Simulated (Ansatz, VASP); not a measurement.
# AlPt3C in two plane-wave programs, part 3 of 3

Wanted: the spread between two codes on one cell, functional and k mesh. The cell is taken from a series of runs on this material, whose earlier steps may have relaxed, scaled, displaced or heated it; both programs get it as it stands.

VASP 6.6.1 and Ansatz 0.2.0.

So far: The structure; Ansatz: zone-centre phonons, PBEsol; VASP: zone-centre phonons, PBEsol.

**3. VASP: zone-centre phonons, PBEsol (continued)**

Level of this step: PBEsol; plane waves and PAW (Al, Pt, C) (VASP).

Numbers of over 12 decimals in the logs are rounded to 6 here.

OUTCAR, selected parts (step 3):

```text
ion  position               nearest neighbor table
   1  0.000  0.000  0.000-   2 2.92   3 2.92   4 2.92   2 2.92   3 2.92   2 2.92   4 2.92   2 2.92
                             3 2.92   4 2.92   3 2.92   4 2.92
   2  0.000  0.500  0.500-   5 2.07   5 2.07   4 2.92   1 2.92   1 2.92   4 2.92   1 2.92   3 2.92
                             1 2.92   3 2.92   4 2.92   3 2.92   4 2.92   3 2.92
   3  0.500  0.000  0.500-   5 2.07   5 2.07   4 2.92   1 2.92   1 2.92   4 2.92   2 2.92   4 2.92
                             2 2.92   4 2.92   1 2.92   2 2.92   1 2.92   2 2.92
   4  0.500  0.500  0.000-   5 2.07   5 2.07   3 2.92   1 2.92   2 2.92   3 2.92   2 2.92   1 2.92
                             3 2.92   3 2.92   1 2.92   2 2.92   2 2.92   1 2.92
   5  0.500  0.500  0.500-   2 2.07   3 2.07   4 2.07   4 2.07   3 2.07   2 2.07

  LATTYP: Found a simple cubic cell.
 ALAT       =     4.1327502067

 Subroutine GETGRP returns: Found 48 space group operations
 (whereof 48 operations were pure point group operations)

The static configuration has the point symmetry O_h .

 Found     35 irreducible k-points:

   k-points           NKPTS =     35   k-points in BZ     NKDIM =     35   number of bands    NBANDS=     24

   dimension x,y,z NGX =    36 NGY =   36 NGZ =   36
   dimension x,y,z NGXF=    72 NGYF=   72 NGZF=   72

   ENCUT  =  600.0 eV  44.10 Ry    6.64 a.u.   8.25  8.25  8.25*2*pi/ulx,y,z

   NELECT =      37.0000    total number of electrons

 k-points in reciprocal lattice and weights: Automatic mesh
   0.00000000  0.00000000  0.00000000       0.002
   0.12500000  0.00000000  0.00000000       0.012
   0.25000000  0.00000000  0.00000000       0.012
   0.37500000  0.00000000  0.00000000       0.012
   0.50000000  0.00000000  0.00000000       0.006
   0.12500000  0.12500000  0.00000000       0.023
   0.25000000  0.12500000  0.00000000       0.047
   0.37500000  0.12500000  0.00000000       0.047
   0.50000000  0.12500000  0.00000000       0.023
[...]
0.50000000  0.50000000  0.37500000       0.012
   0.50000000  0.50000000  0.50000000       0.002

 average (electrostatic) potential at core
       1 -71.3724       2 -64.0888       3 -64.0888       4 -64.0888       5 -46.4989

 POSITION                                       TOTAL-FORCE (eV/Angst)
 -----------------------------------------------------------------------------------
      0.00000      0.00000      0.00000         0.000000      0.000000      0.000000
      0.00000      2.06638      2.06638         0.000000      0.000000      0.000000
      2.06638      0.00000      2.06638         0.000000      0.000000      0.000000
      2.06638      2.06638      0.00000         0.000000      0.000000      0.000000
      2.06638      2.06638      2.06638         0.000000      0.000000      0.000000
 -----------------------------------------------------------------------------------
    total drift:                                0.000000      0.000000      0.000000

 Eigenvectors and eigenvalues of the dynamical matrix
 ----------------------------------------------------

   1 f  =   13.619213 THz    85.572038 2PiTHz  454.288040 cm-1    56.324513 meV
             X         Y         Z           dx          dy          dz
      0.000000  0.000000  0.000000     0.064209   -0.000908   -0.000000
      0.000000  2.066375  2.066375     0.333502    0.000884    0.000000
      2.066375  0.000000  2.066375    -0.062558   -0.004714   -0.000000
      2.066375  2.066375  0.000000    -0.062558    0.000884    0.000000
      2.066375  2.066375  2.066375    -0.936284    0.013234    0.000000

   2 f  =   13.619213 THz    85.572038 2PiTHz  454.288040 cm-1    56.324513 meV
             X         Y         Z           dx          dy          dz
      0.000000  0.000000  0.000000     0.000907    0.064203    0.000939
      0.000000  2.066375  2.066375     0.004713   -0.062551   -0.000915
      2.066375  0.000000  2.066375    -0.000884    0.333466   -0.000915
      2.066375  2.066375  0.000000    -0.000884   -0.062551    0.004877
      2.066375  2.066375  2.066375    -0.013233   -0.936184   -0.013691

   3 f  =   13.619213 THz    85.572038 2PiTHz  454.288040 cm-1    56.324513 meV
             X         Y         Z           dx          dy          dz
      0.000000  0.000000  0.000000    -0.000013   -0.000939    0.064209
      0.000000  2.066375  2.066375    -0.000069    0.000915   -0.062557
      2.066375  0.000000  2.066375     0.000013   -0.004876   -0.062557
      2.066375  2.066375  0.000000     0.000013    0.000915    0.333499
      2.066375  2.066375  2.066375     0.000194    0.013690   -0.936277

   4 f  =    2.288858 THz    14.381318 2PiTHz   76.348078 cm-1     9.465951 meV
             X         Y         Z           dx          dy          dz
      0.000000  0.000000  0.000000    -0.725232    0.397443    0.000000
      0.000000  2.066375  2.066375     0.452309    0.058401   -0.000000
      2.066375  0.000000  2.066375    -0.106567   -0.247875    0.000000
      2.066375  2.066375  0.000000    -0.106567    0.058401   -0.000000
      2.066375  2.066375  2.066375     0.125616   -0.068840   -0.000000

   5 f  =    2.288858 THz    14.381318 2PiTHz   76.348078 cm-1     9.465951 meV
             X         Y         Z           dx          dy          dz
      0.000000  0.000000  0.000000    -0.397443   -0.725232   -0.000000
      0.000000  2.066375  2.066375     0.247875   -0.106567   -0.000000
      2.066375  0.000000  2.066375    -0.058401    0.452309    0.000000
      2.066375  2.066375  0.000000    -0.058401   -0.106567    0.000000
      2.066375  2.066375  2.066375     0.068840    0.125616    0.000000

   6 f  =    2.288858 THz    14.381318 2PiTHz   76.348078 cm-1     9.465951 meV
             X         Y         Z           dx          dy          dz
      0.000000  0.000000  0.000000    -0.000000   -0.000000    0.826996
      0.000000  2.066375  2.066375     0.000000   -0.000000    0.121521
      2.066375  0.000000  2.066375    -0.000000    0.000000    0.121521
      2.066375  2.066375  0.000000    -0.000000   -0.000000   -0.515776
      2.066375  2.066375  2.066375     0.000000    0.000000   -0.143242

   7 f/i=    0.000727 THz     0.004571 2PiTHz    0.024265 cm-1     0.003008 meV
             X         Y         Z           dx          dy          dz
      0.000000  0.000000  0.000000    -0.032118    0.205817    0.006637
      0.000000  2.066375  2.066375    -0.086148    0.551970    0.017800
      2.066375  0.000000  2.066375    -0.086135    0.552057    0.017800
      2.066375  2.066375  0.000000    -0.086135    0.551970    0.017802
      2.066375  2.066375  2.066375    -0.021378    0.136996    0.004418

   8 f/i=    0.000727 THz     0.004571 2PiTHz    0.024265 cm-1     0.003008 meV
             X         Y         Z           dx          dy          dz
      0.000000  0.000000  0.000000     0.205919    0.032054    0.002468
      0.000000  2.066375  2.066375     0.552331    0.085964    0.006619
      2.066375  0.000000  2.066375     0.552244    0.085977    0.006619
      2.066375  2.066375  0.000000     0.552244    0.085964    0.006620
      2.066375  2.066375  2.066375     0.137064    0.021336    0.001643

   9 f/i=    0.000727 THz     0.004571 2PiTHz    0.024265 cm-1     0.003008 meV
             X         Y         Z           dx          dy          dz
      0.000000  0.000000  0.000000     0.001416    0.006938   -0.208293
      0.000000  2.066375  2.066375     0.003799    0.018607   -0.558611
      2.066375  0.000000  2.066375     0.003799    0.018610   -0.558611
      2.066375  2.066375  0.000000     0.003799    0.018607   -0.558699
      2.066375  2.066375  2.066375     0.000943    0.004618   -0.138644

  10 f/i=    2.074882 THz    13.036868 2PiTHz   69.210615 cm-1     8.581019 meV
             X         Y         Z           dx          dy          dz
      0.000000  0.000000  0.000000    -0.053676    0.102456    0.505114
      0.000000  2.066375  2.066375    -0.057694   -0.081260   -0.400620
      2.066375  0.000000  2.066375     0.042572    0.110125   -0.400620
      2.066375  2.066375  0.000000     0.042572   -0.081260    0.542925
      2.066375  2.066375  2.066375    -0.029920    0.057111    0.281563

  11 f/i=    2.074882 THz    13.036868 2PiTHz   69.210615 cm-1     8.581019 meV
             X         Y         Z           dx          dy          dz
      0.000000  0.000000  0.000000     0.505382    0.110103    0.031372
      0.000000  2.066375  2.066375     0.543214   -0.087326   -0.024882
      2.066375  0.000000  2.066375    -0.400833    0.118345   -0.024882
      2.066375  2.066375  0.000000    -0.400833   -0.087326    0.033720
      2.066375  2.066375  2.066375     0.281713    0.061374    0.017487

  12 f/i=    2.074882 THz    13.036868 2PiTHz   69.210615 cm-1     8.581019 meV
             X         Y         Z           dx          dy          dz
      0.000000  0.000000  0.000000     0.101123   -0.495881    0.111329
      0.000000  2.066375  2.066375     0.108693    0.393297   -0.088298
      2.066375  0.000000  2.066375    -0.080203   -0.533002   -0.088298
      2.066375  2.066375  0.000000    -0.080203    0.393297    0.119662
      2.066375  2.066375  2.066375     0.056368   -0.276417    0.062057

  13 f/i=    2.839230 THz    17.839408 2PiTHz   94.706519 cm-1    11.742107 meV
             X         Y         Z           dx          dy          dz
      0.000000  0.000000  0.000000     0.000000    0.000000   -0.000000
      0.000000  2.066375  2.066375     0.000000   -0.001628   -0.046194
      2.066375  0.000000  2.066375     0.705594    0.000000    0.046194
      2.066375  2.066375  0.000000    -0.705594    0.001628   -0.000000
      2.066375  2.066375  2.066375     0.000000    0.000000   -0.000000

  14 f/i=    2.839230 THz    17.839408 2PiTHz   94.706519 cm-1    11.742107 meV
             X         Y         Z           dx          dy          dz
      0.000000  0.000000  0.000000     0.000000    0.000000   -0.000000
      0.000000  2.066375  2.066375     0.000000   -0.211800    0.673232
      2.066375  0.000000  2.066375     0.043587    0.000000   -0.673232
      2.066375  2.066375  0.000000    -0.043587    0.211800    0.000000
      2.066375  2.066375  2.066375     0.000000    0.000000   -0.000000

  15 f/i=    2.839230 THz    17.839408 2PiTHz   94.706519 cm-1    11.742107 meV
             X         Y         Z           dx          dy          dz
      0.000000  0.000000  0.000000     0.000000   -0.000000    0.000000
      0.000000  2.066375  2.066375     0.000000   -0.674639   -0.211246
      2.066375  0.000000  2.066375    -0.015387   -0.000000    0.211246
      2.066375  2.066375  0.000000     0.015387    0.674639    0.000000
      2.066375  2.066375  2.066375     0.000000   -0.000000   -0.000000

 ELASTIC MODULI CONTR FROM IONIC RELAXATION (kBar)
 Direction    XX          YY          ZZ          XY          YZ          ZX
 --------------------------------------------------------------------------------
 XX           0.0000      0.0000      0.0000      0.0000      0.0000      0.0000
 YY           0.0000      0.0000      0.0000      0.0000      0.0000      0.0000
 ZZ           0.0000      0.0000      0.0000      0.0000      0.0000      0.0000
 XY           0.0000      0.0000      0.0000      0.0000      0.0000      0.0000
 YZ           0.0000      0.0000      0.0000      0.0000      0.0000      0.0000
 ZX           0.0000      0.0000      0.0000      0.0000      0.0000      0.0000
 --------------------------------------------------------------------------------
```

**4. Comparison**

Known differences besides the potentials themselves: the data sets hold 61 valence electrons in Ansatz (on its PAW soft_1 files) and 37 in VASP; the cutoff is 420 eV in Ansatz and 600 eV in VASP; Ansatz makes its cores anew for this functional, VASP keeps those of its PBE data sets. Total energies have different zeros and are not compared.

The two programs side by side:

```tsv
quantity	Ansatz	VASP	difference
optical mode 1 to 3 (imaginary, printed as negative) (cm⁻¹)	-94.1	-94.7	+0.6
optical mode 4 to 6 (imaginary, printed as negative) (cm⁻¹)	-70.8	-69.2	-1.5
optical mode 7 to 9 (cm⁻¹)	75.3	76.3	-1.33 %
optical mode 10 to 12 (cm⁻¹)	437.2	454.3	-3.76 %
```

Modes are paired by rising frequency, not by their patterns, so a pair may set unlike modes beside each other; they are those without the splitting of longitudinal modes.

**5. Results**

```
r.m.s. difference of the optical zone-centre modes, each program's sorted by frequency (zone-centre phonons, PBEsol) : 8.6 cm⁻¹
difference in optical mode 10 to 12 (zone-centre phonons, PBEsol)                                                    : -3.8 %
```

**Reading.** The r.m.s. difference of the optical zone-centre modes, each program's sorted by frequency is 8.6 cm⁻¹ (zone-centre phonons, PBEsol). The data sets hold unlike numbers of valence electrons (61 in Ansatz and 37 in VASP), so part of the differences comes from the potentials. Among the rows given in per cent, the largest difference of the zone-centre phonons, PBEsol pair is in optical mode 10 to 12, -3.8 %. Such differences can come from data sets, numerical settings and the points named under the comparisons, not from the functional's error against experiment.

[Lines on the potential files, build, host, timing and source positions are cut from VASP's logs without a mark.]

[Logs are printed without paths, hosts, clocks, repeated set-up lines and the standing remarks that a program may print on its own settings, such as how far it seeks lower states.]

[Hosts, paths, dates, database ids (printed as entryN), source tags and the programs' standing remarks are cut or masked in the printed files.]
